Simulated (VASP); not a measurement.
# O3W in VASP: settings compared

Aim: see how the results for O3W move with the level of theory and the settings. Levels: BLYP+D4, PBE+D3(BJ), HSE06+D3(BJ), PBE+D4, BEEF-vdW. Tasks: single point, relaxation of the atoms.

Program: VASP 6.6.1. These are calculated values, not measurements. Logs are shortened: lines on timing, memory, paths and dates and some standing lists are left out, and cuts for length are marked.

## Step 1: The structure

The cell holds a molecule in a box, 4 atoms: a = 11.000 Å, b = 12.000 Å, c = 12.000 Å, α = 90.00°, β = 90.00°, γ = 90.00°.

## Step 2: Single point, BLYP+D4

INCAR

```
PREC     = Accurate       # precision mode
ENCUT    = 520            # plane-wave cutoff, eV
EDIFF    = 1E-6           # SCF threshold, eV
ISMEAR   = 0              # smearing method
SIGMA    = 0.01           # smearing width, eV
LREAL    = F              # projectors in reciprocal space
LASPH    = T              # aspherical terms in the spheres
NELM     = 80             # most SCF steps
ALGO     = Normal         # electronic algorithm
ISIF     = 2              # what is computed and relaxed
LWAVE    = F              # write WAVECAR
LCHARG   = F              # write CHGCAR
GGA      = B5             # functional
ALDAX    = 1.0          
AGGAX    = 1.0          
AGGAC    = 1.0          
ALDAC    = 0.0          
IVDW     = 13             # dispersion correction
VDW_S6   = 1.0          
VDW_S8   = 2.34076671   
VDW_A1   = 0.44488865   
VDW_A2   = 4.0933009
```

KPOINTS

```
regular mesh
0
Gamma
  1 1 1
```

POSCAR

```
WO3
1.0
   11.0000000000      0.0000000000      0.0000000000
    0.0000000000     12.0000000000      0.0000000000
    0.0000000000      0.0000000000     12.0000000000
O W
3 1
Direct
    0.4496136400      0.5255916700      0.6124708300
    0.5686318200      0.4082166700      0.4467291700
    0.4337318200      0.5952833300      0.3931958300
    0.4378954500      0.4798500000      0.4774541700
```

Potentials or basis: VASP PAW PBE potentials, release 64 (O, W_sv).

Run with:

```bash
$ cat potpaw_PBE.64/O/POTCAR potpaw_PBE.64/W_sv/POTCAR > POTCAR
$ mpirun -np 1 vasp_gam > vasp.out
```

OUTCAR:

```text
PREC = Accurate
   ENCUT = 520
   EDIFF = 1E-6
   ISMEAR = 0
   LREAL = F
   LASPH = T
   NELM = 80
   ISIF = 2
   GGA = B5
   IVDW = 13

 ion  position               nearest neighbor table
   1  0.450  0.526  0.612-   4 1.72
   2  0.569  0.408  0.447-   4 1.72
   3  0.434  0.595  0.393-   4 1.72
   4  0.438  0.480  0.477-   1 1.72   2 1.72   3 1.72

  LATTYP: Found a simple tetragonal cell.
 ALAT       =    12.0000000000
 C/A-ratio  =     0.9166666667

  Lattice vectors:

 A1 = (   0.0000000000,  12.0000000000,   0.0000000000)
 A2 = (   0.0000000000,   0.0000000000,  12.0000000000)
 A3 = (  11.0000000000,   0.0000000000,   0.0000000000)

Analysis of symmetry for initial positions (statically):
=====================================================================
 Subroutine PRICEL returns:
 Original cell was already a primitive cell.

 Routine SETGRP: Setting up the symmetry group for a
 simple tetragonal supercell.

 Subroutine GETGRP returns: Found  1 space group operations
 (whereof  1 operations were pure point group operations)
 out of a pool of 16 trial point group operations.

The static configuration has the point symmetry C_1 .

Analysis of symmetry for dynamics (positions and initial velocities):
=====================================================================
 Subroutine PRICEL returns:
 Original cell was already a primitive cell.

 Routine SETGRP: Setting up the symmetry group for a
 simple tetragonal supercell.

 Subroutine GETGRP returns: Found  1 space group operations
 (whereof  1 operations were pure point group operations)
 out of a pool of 16 trial point group operations.

The dynamic configuration has the point symmetry C_1 .

 Subroutine INISYM returns: Found  1 space group operations
 (whereof  1 operations are pure point group operations),
 and found     1 'primitive' translations

----------------------------------------------------------------------------------------

                                     Primitive cell

  volume of cell :    1584.0000

  direct lattice vectors                    reciprocal lattice vectors
    11.000000000  0.000000000  0.000000000     0.090909091  0.000000000  0.000000000
     0.000000000 12.000000000  0.000000000     0.000000000  0.083333333  0.000000000
     0.000000000  0.000000000 12.000000000     0.000000000  0.000000000  0.083333333

  length of vectors
    11.000000000 12.000000000 12.000000000     0.090909091  0.083333333  0.083333333

  position of ions in fractional coordinates (direct lattice)
     0.449613640  0.525591670  0.612470830
     0.568631820  0.408216670  0.446729170
     0.433731820  0.595283330  0.393195830
     0.437895450  0.479850000  0.477454170

  ion indices of the primitive-cell ions
   primitive index   ion index
                 1           1
                 2           2
                 3           3
                 4           4

----------------------------------------------------------------------------------------

 KPOINTS: regular mesh

Automatic generation of k-mesh.
 Grid dimensions read from file:
 generate k-points for:    1    1    1

 Generating k-lattice:

  Cartesian coordinates                     Fractional coordinates (reciprocal lattice)
     0.090909091  0.000000000  0.000000000     1.000000000  0.000000000  0.000000000
     0.000000000  0.083333333  0.000000000     0.000000000  1.000000000  0.000000000
     0.000000000  0.000000000  0.083333333     0.000000000  0.000000000  1.000000000

  Length of vectors
     0.090909091  0.083333333  0.083333333

  Shift w.r.t. Gamma in fractional coordinates (k-lattice)
     0.000000000  0.000000000  0.000000000

 Subroutine IBZKPT returns following result:
 ===========================================

 Found      1 irreducible k-points:

 Following reciprocal coordinates:
            Coordinates               Weight
  0.000000  0.000000  0.000000      1.000000
   k-points           NKPTS =      1   k-points in BZ     NKDIM =      1   number of bands    NBANDS=     20
   number of dos      NEDOS =    301   number of ions     NIONS =      4
   total plane-waves  NPLWV = 680400
   dimension x,y,z NGX =    84 NGY =   90 NGZ =   90
   dimension x,y,z NGXF=   168 NGYF=  180 NGZF=  180
   ions per type =               3   1
   NGX,Y,Z   is equivalent  to a cutoff of  12.70, 12.47, 12.47 a.u.
   NGXF,Y,Z  is equivalent  to a cutoff of  25.39, 24.94, 24.94 a.u.
 SYSTEM =  unknown system
   PREC   = accura    normal or accurate (medium, high low for compatibility)
   ISTART =      0    job   : 0-new  1-cont  2-samecut
   ICHARG =      2    charge: 1-file 2-atom 10-const
   ISPIN  =      1    spin polarized calculation?
   LNONCOLLINEAR =      F non collinear calculations
   LSORBIT =      F    spin-orbit coupling
   LASPH  =      T    aspherical Exc in radial PAW
   ENCUT  =  520.0 eV  38.22 Ry    6.18 a.u.  20.45 22.31 22.31*2*pi/ulx,y,z
   NELM   =     80;   NELMIN=  2; NELMDL= -5     # of ELM steps
   EDIFF  = 0.1E-05   stopping-criterion for ELM
   LREAL  =      F    real-space projection
   EDIFFG = 0.1E-04   stopping-criterion for IOM
   NSW    =      0    number of steps for IOM
   IBRION =     -1    ionic relax: 0-MD 1-quasi-New 2-CG
   NFREE  =      0    steps in history (QN), initial steepest desc. (CG)
   ISIF   =      2    stress and relaxation
   ISYM   =      2    0-nonsym 1-usesym 2-fastsym
   POTIM  = 0.5000    time-step for ionic-motion
   TEBEG  =    0.0;   TEEND  =   0.0 temperature during run
   PSTRESS=    0.0 pullay stress
   NELECT =      32.0000    total number of electrons
   NUPDOWN=      -1.0000    fix difference up-down
   EMIN   =  10.00;   EMAX   =-10.00  energy-range for DOS
   EFERMI =   0.00;   METHOD = LEGACY
   ISMEAR =     0;   SIGMA  =   0.01  broadening in eV -4-tet -1-fermi 0-gaus
   EFERMI_NEDOS =   21; number of points for ismear=-14 and -15
   IALGO  =     38    algorithm
   IMIX   =      4    mixing-type and parameters
     AMIX     =   0.40;   BMIX     =  1.00
     AMIX_MAG =   1.60;   BMIX_MAG =  1.00
  volume/ion in A,a.u.               =     396.00      2672.34
  Fermi-wavevector in a.u.,A,eV,Ry     =   0.445868  0.842569  2.704816  0.198798
  Thomas-Fermi vector in A             =   1.423827
   LORBIT       =      0    0 simple, 1 ext, 2 COOP (PROOUT), +10 PAW based schemes
   GGA     = B5    functional components
   LHFCALC =     F    Hartree Fock is set to
   AEXX    =    0.0000 exact exchange contribution
   IVDW    =    13    specifies the selected vdW correction
   LEPSILON=     F    determine dielectric tensor
   LRPA    =     F    only Hartree local field effects (RPA)
 non-spin polarized calculation
 Gauss-broadening in eV      SIGMA  =   0.01
  energy-cutoff  :      520.00
  volume of cell :     1584.00
 maximum number of plane-waves:     21371
 NGX is ok and might be reduce to    84
   NGX = 41   NGY = 45   NGZ = 45

 number of electron      32.0000006 magnetization

 Free energy of the ion-electron system (eV)
  ---------------------------------------------------
  ext. energy  EPLUGINS =         0.00000000
  ---------------------------------------------------
  free energy    TOTEN  =       -30.56008711 eV

  energy without entropy =      -30.56008711  energy(sigma->0) =      -30.56008711

 E-fermi :  -6.8956     XC(G=0):  -0.7109

 val. band max:       -6.9901469536   @ k =   0.0000   0.0000   0.0000
 cond. band min:      -5.3805155944   @ k =   0.0000   0.0000   0.0000
 fundamental gap:      1.6096313592
 Fermi energy:        -6.8955960116

 k-point     1 :       0.0000    0.0000    0.0000
  band No.  band energies     occupation
      1     -79.9182      2.00000
      2     -44.7090      2.00000
      3     -44.6486      2.00000
      4     -44.6477      2.00000
      5     -22.9423      2.00000
      6     -22.4774      2.00000
[... 12 lines left out ...]
     19      -2.5654      0.00000
     20      -0.7681      0.00000

------------------------ aborting loop because EDIFF is reached ----------------------------------------

  DFT-D4 for vdW energy calculation

  Edisp (eV):   -0.19523

  FORCE on cell =-STRESS in cart. coord.  units (eV):
  Direction    XX          YY          ZZ          XY          YZ          ZX
  --------------------------------------------------------------------------------------
  -------------------------------------------------------------------------------------
  Total       2.76829     3.78012     4.74373    -1.39988    -0.21172    -0.31534
  in kB       2.80006     3.82350     4.79816    -1.41594    -0.21415    -0.31896
  external pressure =        3.81 kB  Pullay stress =        0.00 kB

 VOLUME and BASIS-vectors are now :
 -----------------------------------------------------------------------------
  energy-cutoff  :      520.00
  volume of cell :     1584.00
      direct lattice vectors                 reciprocal lattice vectors
    11.000000000  0.000000000  0.000000000     0.090909091  0.000000000  0.000000000
     0.000000000 12.000000000  0.000000000     0.000000000  0.083333333  0.000000000
     0.000000000  0.000000000 12.000000000     0.000000000  0.000000000  0.083333333

 POSITION                                       TOTAL-FORCE (eV/Angst)
 -----------------------------------------------------------------------------------
      4.94575      6.30710      7.34965         0.322297      0.809669      2.091902
      6.25495      4.89860      5.36075         2.010670     -0.993073     -0.447186
      4.77105      7.14340      4.71835         0.100565      1.875273     -1.259252
      4.81685      5.75820      5.72945        -2.433532     -1.691869     -0.385464
 -----------------------------------------------------------------------------------
    total drift:                                0.000393      0.000188      0.000691

  FREE ENERGIE OF THE ION-ELECTRON SYSTEM (eV)
  ---------------------------------------------------
  free  energy   TOTEN  =       -30.7553189021 eV

  energy  without entropy=      -30.7553189021  energy(sigma->0) =      -30.75531890
```

It took 4.6 min on 1 thread of AMD EPYC 9R45 (Zen 5), shared host; peak memory 1.1 GiB.

What came out:

- Free energy: -30.7553 eV
- Largest force: 2.989 eV/Å
- Gap between the frontier levels: 1.61 eV
- Dispersion energy per atom: -0.049 eV

Forces in eV/Å, atoms in the order of the input:
```
O    0.322  0.810  2.092
O    2.011 -0.993 -0.447
O    0.101  1.875 -1.259
W   -2.434 -1.692 -0.385
```

Levels at points of the mesh, in eV from the valence-band top:
| k point | band 13 | band 14 | band 15 | band 16 | band 17 | band 18 | band 19 | band 20 |
| --- | --- | --- | --- | --- | --- | --- | --- | --- |
| (0.00, 0.00, 0.00) | -1.29 | -0.35 | -0.35 | 0.00 | 1.61 | 4.42 | 4.42 | 6.22 |

Caveat: the PAW data sets were made with another functional, which shifts forces and pressure a little; spin-orbit coupling is left out, which moves the levels of the heavy elements. As with any semilocal functional, this BLYP gap is likely too small.

## Step 3: Single point, PBE+D3(BJ)

INCAR

```
SYSTEM = WO3
PREC = Accurate
ENCUT = 520
EDIFF = 1E-6
ISMEAR = 0
SIGMA = 0.01
LREAL = .False.
LASPH = .True.
NELM = 100
ALGO = Normal
ISIF = 2
LWAVE = .False.
LCHARG = .False.
GGA = PE
IVDW = 12
NBANDS = 24
```

KPOINTS

```
Automatic mesh
0
Gamma
  1 1 1
  0 0 0
```

POSCAR is that of step 2.

Potentials or basis: VASP PAW PBE potentials, release 64 (O, W_sv).

Run with:

```bash
$ cat potpaw_PBE.64/O/POTCAR potpaw_PBE.64/W_sv/POTCAR > POTCAR
$ mpirun -np 1 vasp_gam > vasp.out
```

Wall time 86 s (1 thread of AMD EPYC 9R45 (Zen 5), shared host); peak memory 1.1 GiB.

It converged, with:

```
Free energy                     : -31.9752 eV
Largest force                   : 2.209 eV/Å
Gap between the frontier levels : 1.73 eV
Dispersion energy per atom      : -0.018 eV
```

Forces in eV/Å, atoms in the order of the input:
```
O    0.275  0.579  1.396
O    1.399 -0.618 -0.287
O    0.128  1.285 -0.823
W   -1.802 -1.246 -0.285
```

Levels at points of the mesh, in eV from the valence-band top:
```
           k point  band 14  band 15  band 16  band 17  band 18  band 19
(0.00, 0.00, 0.00)    -0.36    -0.36     0.00     1.73     4.47     4.47
```

Caveat: spin-orbit coupling is left out, which moves the levels of the heavy elements.

(Part 1 of 2 ends here.)
